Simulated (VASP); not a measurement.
Output of a VASP run:

File OSZICAR:
```
       N       E                     dE             d eps       ncg     rms          rms(c)
DAV:   1     0.159491022035E+03    0.15949E+03   -0.93224E+03   560   0.138E+03
DAV:   2     0.435298233490E+01   -0.15514E+03   -0.15098E+03   602   0.348E+02
DAV:   3    -0.895550996578E+01   -0.13308E+02   -0.13050E+02   742   0.108E+02
DAV:   4    -0.927503091890E+01   -0.31952E+00   -0.31929E+00   636   0.203E+01
DAV:   5    -0.928637484829E+01   -0.11344E-01   -0.11343E-01   762   0.364E+00    0.440E+00
DAV:   6    -0.876588759343E+01    0.52049E+00   -0.16338E+00   830   0.968E+00    0.311E+00
DAV:   7    -0.876760737028E+01   -0.17198E-02   -0.15142E-01   596   0.221E+00    0.182E+00
DAV:   8    -0.877137056448E+01   -0.37632E-02   -0.16880E-02   620   0.161E+00    0.311E-01
DAV:   9    -0.877090875490E+01    0.46181E-03   -0.35367E-03   844   0.583E-01    0.938E-02
DAV:  10    -0.877112569739E+01   -0.21694E-03   -0.39181E-04   590   0.128E-01    0.547E-02
DAV:  11    -0.877113237272E+01   -0.66753E-05   -0.61013E-05   676   0.928E-02    0.108E-02
DAV:  12    -0.877113346890E+01   -0.10962E-05   -0.42598E-06   704   0.237E-02    0.359E-03
DAV:  13    -0.877113347183E+01   -0.29299E-08   -0.17316E-07   376   0.595E-03
   1 F= -.87711335E+01 E0= -.87711335E+01  d E =-.877113E+01
```

**OUTCAR**
```
------------------------ aborting loop because EDIFF is reached ----------------------------------------
  FORCE on cell =-STRESS in cart. coord.  units (eV):
  Direction    XX          YY          ZZ          XY          YZ          ZX
  --------------------------------------------------------------------------------------
  Total       -0.0020535     -0.0020535     -0.0020535     -0.0000000      0.0000000      0.0000000
  in kB       -0.0607545     -0.0607545     -0.0607545     -0.0000000      0.0000000      0.0000000
  external PRESSURE =      -0.0607545 kB  Pullay stress =       0.0000000 kB
  volume of cell :       54.15
      direct lattice vectors                 reciprocal lattice vectors
     0.000000000  3.002838090  3.002838090    -0.166509144  0.166509144  0.166509144
     3.002838090  0.000000000  3.002838090     0.166509144 -0.166509144  0.166509144
     3.002838090  3.002838090  0.000000000     0.166509144  0.166509144 -0.166509144
  FREE ENERGIE OF THE ION-ELECTRON SYSTEM (eV)
  ---------------------------------------------------
  free  energy   TOTEN  =        -8.7711334718 eV

  energy  without entropy=       -8.7711334718  energy(sigma->0) =       -8.77113347

 reached required accuracy - stopping structural energy minimisation
```
(Selected blocks of OUTCAR.)

POSCAR:
```
PbS
1
    0.0000000000     3.0028380899     3.0028380899
    3.0028380899     0.0000000000     3.0028380899
    3.0028380899     3.0028380899    -0.0000000000
Pb S
1 1
Direct
  0.0000000000   0.0000000000   0.0000000000
  0.5000000000   0.5000000000   0.5000000000
```

Reconstruct the remaining input files.

Several could match; the one computed here: the input of the run itself, PBE GGA, plane waves, VASP's PBE PAW potentials (set 64).

### INCAR
```
SYSTEM  =  PbS
PREC  =  Accurate; ENCUT  =  480; LREAL  =  .False.
LASPH  =  .True.
EDIFF  =  1E-6; NELM  =  100; ALGO  =  Normal
LMAXMIX  =  4
ISMEAR  =  0; SIGMA  =  0.05
GGA  =  PE
IBRION  =  2; NSW  =  60; ISIF  =  3
EDIFFG  =  -0.01
LWAVE  =  .False.; LCHARG  =  .False.
```

File KPOINTS:
```
Automatic
0
G
7 7 7
0 0 0
```

POTCAR, in this order: Pb_d S (PBE.64 set). Program: vasp_std.

The compound is PbS in the rock salt structure. It was relaxed first. The start is the result of an earlier pass.
